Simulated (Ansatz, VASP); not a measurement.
# Ru (Ruthenium) in two plane-wave programs

Aim: how closely do two programs agree when they are given the same cell, functional and k mesh? The cell is taken from a series of runs on this material, whose earlier steps may have relaxed, scaled, displaced or heated it; both programs get it as it stands.

Calculated with Ansatz 0.2.0; plane waves, with VASP 6.6.1 beside it; zone-centre phonons at PBEsol.

## (1) Starting point

It takes space group P6_3/mmc (No. 194, hexagonal). Conventional cell: a = 2.704 Å, b = 2.704 Å, c = 4.164 Å, α = 90.00°, β = 90.00°, γ = 120.00°. Nearest to Ru lie 12 Ru at 2.60 to 2.70 Å.

Coordinates:

```cif
data_structure
_symmetry_space_group_name_H-M 'P6_3/mmc'
_symmetry_Int_Tables_number 194
_cell_length_a 2.7042
_cell_length_b 2.7042
_cell_length_c 4.1643
_cell_angle_alpha 90.000
_cell_angle_beta 90.000
_cell_angle_gamma 120.000
_cell_volume 26.37
loop_
_atom_site_label
_atom_site_type_symbol
_atom_site_symmetry_multiplicity
_atom_site_Wyckoff_symbol
_atom_site_fract_x
_atom_site_fract_y
_atom_site_fract_z
_atom_site_occupancy
Ru1 Ru 2 c 0.33333 0.66667 0.25000 1
```

## (2) VASP: zone-centre phonons, PBEsol

Second derivatives magnify differences that forces hide, and they need a tight electronic threshold.

Lines of VASP's logs that name or quote its potential files are left out, and so is its time.

INCAR reads:

```
SYSTEM = Ru
PREC = Accurate
ENCUT = 500
EDIFF = 1E-08
NELM = 120
ISMEAR = 1
SIGMA = 0.2
LREAL = .FALSE.
ALGO = Normal
GGA = PS
NBANDS = 20
LASPH = .TRUE.
LORBIT = 11
LWAVE = .FALSE.
LCHARG = .FALSE.
ISIF = 2
IBRION = 8
GGA_COMPAT = .FALSE.
KPAR = 2
```

POSCAR reads:

```
Ru
1.0
    2.7041832794      0.0000000000      0.0000000000
   -1.3520916397      2.3418914165      0.0000000000
    0.0000000000      0.0000000000      4.1643098951
Ru
2
Direct
    0.3333333490      0.6666666824      0.2500000000
    0.6666666824      0.3333333490      0.7500000000
```

KPOINTS reads:

```
Automatic mesh
0
Gamma
18 18 12
0 0 0
```

PAW data sets: Ru_pv (PBE family, release 64).

Launch:

```console
> mpirun -np 2 vasp_std
```

Numbers of over 12 decimals in the logs are rounded to 6 here.

What it wrote:

```text
[banner, memory and clock lines left out]
running    2 mpi-ranks, on    1 nodes
 distrk:  each k-point on    1 cores,    2 groups
 distr:  one band on    1 cores,    1 groups

 POSCAR found type information on POSCAR Ru
 POSCAR found :  1 types and       2 ions
|                                                                             |
|               ----> ADVICE to this user running VASP <----                  |
|                                                                             |
|     You enforced a specific xc type in the INCAR file but a different       |
|     [... a line on the potential file left out ...]
|     I HOPE YOU KNOW WHAT YOU ARE DOING!                                     |
|                                                                             |

 LDA part: xc-table for (Slater+PW92), standard interpolation
 POSCAR, INCAR and KPOINTS ok, starting setup
 FFT: planning ... GRIDC
 FFT: planning ... GRID_SOFT
 FFT: planning ... GRID
 WAVECAR not read
 entering main loop
       N       E                     dE             d eps       ncg     rms          rms(c)
DAV:   1     0.279006675767E+03    0.27901E+03   -0.17369E+04 10368   0.152E+03
DAV:   2    -0.161194735158E+02   -0.29513E+03   -0.28685E+03 10660   0.455E+02
DAV:   3    -0.218448472090E+02   -0.57254E+01   -0.56837E+01 11860   0.708E+01
DAV:   4    -0.218893691648E+02   -0.44522E-01   -0.44493E-01 13548   0.590E+00
DAV:   5    -0.218900214906E+02   -0.65233E-03   -0.65040E-03 11668   0.600E-01    0.207E+01
DAV:   6    -0.204220817825E+02    0.14679E+01   -0.33436E+00 12136   0.184E+01    0.559E+00
DAV:   7    -0.203315757538E+02    0.90506E-01   -0.65385E-01 11868   0.591E+00    0.103E+00
DAV:   8    -0.203231494693E+02    0.84263E-02   -0.24870E-02 11628   0.126E+00    0.456E-01
DAV:   9    -0.203214610582E+02    0.16884E-02   -0.28809E-03 11868   0.603E-01    0.485E-02
DAV:  10    -0.203214402826E+02    0.20776E-04   -0.20795E-04 11688   0.148E-01    0.260E-02
DAV:  11    -0.203214425297E+02   -0.22471E-05   -0.50190E-06 12096   0.217E-02    0.238E-03
DAV:  12    -0.203214423946E+02    0.13503E-06   -0.46778E-07 11584   0.630E-03    0.144E-03
DAV:  13    -0.203214423531E+02    0.41533E-07   -0.15405E-08  7920   0.135E-03    0.465E-04
DAV:  14    -0.203214423624E+02   -0.93000E-08   -0.68392E-10  7220   0.278E-04
   1 F= -.20321442E+02 E0= -.20321396E+02  d E =-.140285E-03
 Linear response reoptimize wavefunctions to high precision
DAV:   1    -0.203214423608E+02    0.15975E-08   -0.20674E-10  6984   0.152E-04
DAV:   2    -0.203214423608E+02   -0.27285E-11   -0.12876E-11  6772   0.406E-05
 Linear response DOF=           2
 Linear response progress:
  Degree of freedom:   1/  2
       N       E                     dE             d eps       ncg     rms          rms(c)
RMM:   1    -0.516456065577E+00   -0.51646E+00    0.29290E+00 46396   0.595E+01
RMM:   2    -0.617583260243E+00   -0.10113E+00   -0.11469E-01 63618   0.287E+00    0.151E-01
RMM:   3    -0.616190522505E+00    0.13927E-02   -0.35821E-03 73825   0.499E-01    0.682E-02
RMM:   4    -0.614818264816E+00    0.13723E-02   -0.51064E-04 74239   0.178E-01    0.259E-02
RMM:   5    -0.614614807705E+00    0.20346E-03   -0.88025E-05 88531   0.451E-02    0.102E-02
RMM:   6    -0.614518323087E+00    0.96485E-04   -0.88380E-05 79637   0.131E-02    0.590E-03
RMM:   7    -0.614511703716E+00    0.66194E-05   -0.58804E-05 78816   0.758E-03    0.722E-04
RMM:   8    -0.614531471740E+00   -0.19768E-04   -0.35852E-05 95799   0.263E-03    0.316E-04
RMM:   9    -0.614538311423E+00   -0.68397E-05   -0.18178E-05 88235   0.110E-03    0.711E-05
RMM:  10    -0.614539074735E+00   -0.76331E-06   -0.97421E-06100484   0.605E-04    0.192E-05
RMM:  11    -0.614539431542E+00   -0.35681E-06   -0.55537E-06 88908   0.380E-04    0.905E-06
RMM:  12    -0.614539412933E+00    0.18609E-07   -0.31235E-06 93758   0.279E-04    0.405E-06
RMM:  13    -0.614539369057E+00    0.43876E-07   -0.19025E-06103199   0.221E-04    0.180E-06
RMM:  14    -0.614539420803E+00   -0.51746E-07   -0.11239E-06 94081   0.194E-04    0.490E-07
RMM:  15    -0.614539429477E+00   -0.86744E-08   -0.75842E-07101976   0.174E-04    0.646E-07
RMM:  16    -0.614539435253E+00   -0.57758E-08   -0.45765E-07100132   0.164E-04    0.375E-07
RMM:  17    -0.614539451375E+00   -0.16122E-07   -0.31912E-07100904   0.158E-04    0.183E-07
RMM:  18    -0.614539447103E+00    0.42728E-08   -0.23282E-07 89175   0.154E-04    0.313E-07
RMM:  19    -0.614539456945E+00   -0.98420E-08   -0.16869E-07 90853   0.152E-04    0.750E-08
 first order change of Fermi-energy   0.42760E-05
 force on displaced ion       1 direction 1 :  -8.754   0.001   0.000
 Linear response progress:
  Degree of freedom:   2/  2
       N       E                     dE             d eps       ncg     rms          rms(c)
RMM:   1    -0.626858608503E+00   -0.62686E+00    0.33827E+00 15996   0.602E+01
RMM:   2    -0.740168760239E+00   -0.11331E+00   -0.12855E-01 22071   0.298E+00    0.152E-01
RMM:   3    -0.739782266420E+00    0.38649E-03   -0.11241E-03 25559   0.465E-01    0.768E-02
RMM:   4    -0.739090511462E+00    0.69175E-03   -0.23278E-04 25243   0.172E-01    0.232E-02
RMM:   5    -0.738926564630E+00    0.16395E-03    0.33487E-04 29832   0.531E-02    0.141E-02
RMM:   6    -0.738844115398E+00    0.82449E-04    0.61946E-05 26552   0.150E-02    0.572E-03
RMM:   7    -0.738831215215E+00    0.12900E-04    0.30588E-05 26055   0.838E-03    0.286E-03
RMM:   8    -0.738827154585E+00    0.40606E-05    0.36725E-05 26909   0.399E-03    0.667E-04
RMM:   9    -0.738835296940E+00   -0.81424E-05    0.19608E-05 30181   0.190E-03    0.119E-04
RMM:  10    -0.738837117254E+00   -0.18203E-05    0.13806E-05 29706   0.732E-04    0.475E-05
RMM:  11    -0.738838883792E+00   -0.17665E-05    0.35884E-06 31502   0.425E-04    0.127E-05
RMM:  12    -0.738839177835E+00   -0.29404E-06    0.19054E-06 29632   0.309E-04    0.548E-06
RMM:  13    -0.738839192109E+00   -0.14275E-07    0.20284E-06 32145   0.242E-04    0.165E-06
RMM:  14    -0.738839312207E+00   -0.12010E-06    0.10198E-06 32605   0.205E-04    0.111E-06
RMM:  15    -0.738839406024E+00   -0.93817E-07    0.62666E-08 30759   0.183E-04    0.124E-06
RMM:  16    -0.738839433066E+00   -0.27043E-07    0.68753E-08 30563   0.173E-04    0.475E-07
RMM:  17    -0.738839462837E+00   -0.29771E-07   -0.91788E-08 31657   0.163E-04    0.163E-07
RMM:  18    -0.738839436456E+00    0.26381E-07    0.13861E-07 22996   0.158E-04    0.479E-07
RMM:  19    -0.738839482590E+00   -0.46135E-07   -0.26169E-07 23002   0.155E-04    0.433E-07
RMM:  20    -0.738839460166E+00    0.22425E-07   -0.42190E-08 21718   0.152E-04    0.529E-07
RMM:  21    -0.738839470376E+00   -0.10210E-07   -0.13316E-07 21376   0.151E-04    0.682E-07
RMM:  22    -0.738839463983E+00    0.63922E-08   -0.70852E-08 22180   0.150E-04    0.622E-07
 first order change of Fermi-energy   0.12916E-03
 force on displaced ion       1 direction 3 :  -0.000  -0.000 -16.431
 Linear response finished
```

OUTCAR, selected parts (step 2):

```text
ion  position               nearest neighbor table
   1  0.333  0.667  0.250-   2 2.60   2 2.60   2 2.60   2 2.60   2 2.60   2 2.60
   2  0.667  0.333  0.750-   1 2.60   1 2.60   1 2.60   1 2.60   1 2.60   1 2.60

  LATTYP: Found a hexagonal cell.
 ALAT       =     2.7041832794
 C/A-ratio  =     1.5399510554

 Subroutine GETGRP returns: Found 24 space group operations
 (whereof 12 operations were pure point group operations)

The static configuration has the point symmetry D_3d.
 The point group associated with its full space group is D_6h.

 Found    259 irreducible k-points:

   k-points           NKPTS =    259   k-points in BZ     NKDIM =    259   number of bands    NBANDS=     20

   dimension x,y,z NGX =    20 NGY =   20 NGZ =   30
   dimension x,y,z NGXF=    40 NGYF=   40 NGZF=   60

   ENCUT  =  500.0 eV  36.75 Ry    6.06 a.u.   4.93  4.93  7.59*2*pi/ulx,y,z

   NELECT =      28.0000    total number of electrons

 k-points in reciprocal lattice and weights: Automatic mesh
   0.00000000  0.00000000  0.00000000       0.000
   0.05555556 -0.00000000  0.00000000       0.002
   0.11111111 -0.00000000  0.00000000       0.002
   0.16666667 -0.00000000  0.00000000       0.002
   0.22222222 -0.00000000  0.00000000       0.002
   0.27777778 -0.00000000  0.00000000       0.002
   0.33333333 -0.00000000  0.00000000       0.002
   0.38888889 -0.00000000  0.00000000       0.002
   0.44444444 -0.00000000  0.00000000       0.002
[...]
0.33333333  0.27777778  0.50000000       0.003
   0.33333333  0.33333333  0.50000000       0.001

 average (electrostatic) potential at core
       1 -66.6219       2 -66.6219

  Total       -0.0116672     -0.0116672      2.0736248     -0.0000000      0.0000000      0.0000000
  in kB       -0.7088097     -0.7088097    125.9780373     -0.0000000      0.0000000      0.0000000
  external PRESSURE =      41.5201393 kB  Pullay stress =       0.0000000 kB

  energy-cutoff  :      500.00
  volume of cell :       26.37
      direct lattice vectors                 reciprocal lattice vectors
     2.704183279  0.000000000  0.000000000     0.369797420  0.213502640  0.000000000
    -1.352091640  2.341891417  0.000000000     0.000000000  0.427005280  0.000000000
     0.000000000  0.000000000  4.164309895     0.000000000  0.000000000  0.240135827

 POSITION                                       TOTAL-FORCE (eV/Angst)
 -----------------------------------------------------------------------------------
      0.00000      1.56126      1.04108         0.000000      0.000000      0.000000
      1.35209      0.78063      3.12323        -0.000000     -0.000000      0.000000
 -----------------------------------------------------------------------------------
    total drift:                               -0.000019     -0.000033      0.000000

 Eigenvectors and eigenvalues of the dynamical matrix
 ----------------------------------------------------

   1 f  =    8.914189 THz    56.009503 2PiTHz  297.345348 cm-1    36.866108 meV
             X         Y         Z           dx          dy          dz
      0.000000  1.561261  1.041077     0.000000   -0.000000   -0.707107
      1.352092  0.780631  3.123232     0.000000    0.000000    0.707107

   2 f  =    6.506753 THz    40.883135 2PiTHz  217.041921 cm-1    26.909756 meV
             X         Y         Z           dx          dy          dz
      0.000000  1.561261  1.041077     0.000000   -0.707107   -0.000000
      1.352092  0.780631  3.123232     0.000000    0.707107   -0.000000

   3 f  =    6.506753 THz    40.883135 2PiTHz  217.041921 cm-1    26.909756 meV
             X         Y         Z           dx          dy          dz
      0.000000  1.561261  1.041077     0.707107    0.000000    0.000000
      1.352092  0.780631  3.123232    -0.707107    0.000000    0.000000

   4 f  =    0.000000 THz     0.000000 2PiTHz    0.000002 cm-1     0.000000 meV
             X         Y         Z           dx          dy          dz
      0.000000  1.561261  1.041077     0.000000   -0.611584    0.354916
      1.352092  0.780631  3.123232     0.000000   -0.611584    0.354916

   5 f  =    0.000000 THz     0.000000 2PiTHz    0.000000 cm-1     0.000000 meV
             X         Y         Z           dx          dy          dz
      0.000000  1.561261  1.041077     0.707107    0.000000    0.000000
      1.352092  0.780631  3.123232     0.707107    0.000000    0.000000

   6 f/i=    0.000000 THz     0.000001 2PiTHz    0.000003 cm-1     0.000000 meV
             X         Y         Z           dx          dy          dz
      0.000000  1.561261  1.041077     0.000000   -0.354916   -0.611584
      1.352092  0.780631  3.123232     0.000000   -0.354916   -0.611584

 ELASTIC MODULI CONTR FROM IONIC RELAXATION (kBar)
 Direction    XX          YY          ZZ          XY          YZ          ZX
 --------------------------------------------------------------------------------
 XX         -70.6836     70.6836     -0.0000      0.0000     -0.0000      0.0000
 YY          70.6836    -70.6836      0.0000     -0.0000     -0.0000      0.0000
 ZZ          -0.0000      0.0000     -0.0000      0.0000      0.0000     -0.0000
 XY           0.0000     -0.0000      0.0000    -70.6836      0.0000      0.0000
 YZ          -0.0000     -0.0000      0.0000      0.0000     -0.0000      0.0000
 ZX           0.0000      0.0000     -0.0000      0.0000      0.0000     -0.0000
 --------------------------------------------------------------------------------
```

(Continued in part 2 of 2.)

[Lines on the potential files, build, host, timing and source positions are cut from VASP's logs without a mark.]

[Logs are printed without paths, hosts, clocks, repeated set-up lines and the standing remarks that a program may print on its own settings, such as how far it seeks lower states.]

[Hosts, paths, dates, database ids (printed as entryN), source tags and the programs' standing remarks are cut or masked in the printed files.]
